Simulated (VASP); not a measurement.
Method: PBE GGA, VASP's PBE PAW potentials (set 64) (plane waves; VASP).

A VASP calculation is set up with these files.

### INCAR
```
# general
SYSTEM =HfN
PREC   =Accurate
ENCUT  =600
LREAL  =.FALSE.
LASPH  =.TRUE.   # aspherical one-centre terms

# electronic loop
EDIFF  =1E-7
NELM   =100   # most electronic steps
ALGO   =Normal   # blocked Davidson
LMAXMIX=6   # l cut-off of mixed one-centre charges

# smearing
ISMEAR =1   # Methfessel-Paxton
SIGMA  =0.1   # width (eV)

# functional
GGA    =PE   # PBE

# ions
ISIF   =2   # forces and stress, cell fixed

# output
LWAVE  =.FALSE.
LCHARG =.FALSE.
```

File POSCAR:
```
HfN
1
   -0.0000000000     2.2671672371     2.2671672371
    2.2671672371    -0.0000000000     2.2671672371
    2.2671672371     2.2671672371     0.0000000000
Hf N
1 1
Direct
  0.0000000000   0.0000000000   0.0000000000
  0.5000000000   0.5000000000   0.5000000000
```

### KPOINTS
```
Automatic mesh
0
Gamma
14 14 14
0 0 0
```

POTCAR, in this order: Hf_pv N (PBE.64 set). Program: vasp_std.

Unless said otherwise, spin-orbit coupling is left out, though it shifts the bands of the heavy elements here.

Problem. What does the run give for the energy per atom (σ→0), band gap (on the k-mesh)?

Solution. 
The energy per atom (σ→0) is -10.878 eV/atom and the band gap (on the k-mesh) is none (metal, semimetal or under 0.01 eV).

**OSZICAR**
```
...
DAV:   8    -0.217689686667E+02    0.98515E-02   -0.15366E-01  2687   0.377E+00    0.682E+00
DAV:   9    -0.217559950798E+02    0.12974E-01   -0.70943E-02  2746   0.193E+00    0.152E+00
DAV:  10    -0.217556289556E+02    0.36612E-03   -0.21219E-03  2708   0.453E-01    0.440E-01
DAV:  11    -0.217556180541E+02    0.10902E-04   -0.36349E-04  2823   0.161E-01    0.373E-02
DAV:  12    -0.217556150427E+02    0.30114E-05   -0.14793E-05  2736   0.403E-02    0.424E-02
DAV:  13    -0.217556144774E+02    0.56526E-06   -0.97668E-07  2887   0.102E-02    0.185E-03
DAV:  14    -0.217556144588E+02    0.18657E-07   -0.48295E-08  1513   0.207E-03
   1 F= -.21755614E+02 E0= -.21755431E+02  d E =-.548894E-03
```

The compound is HfN in the rock salt structure. It was relaxed first. The electron count is odd and the run is not spin-polarised, which forces a metal.
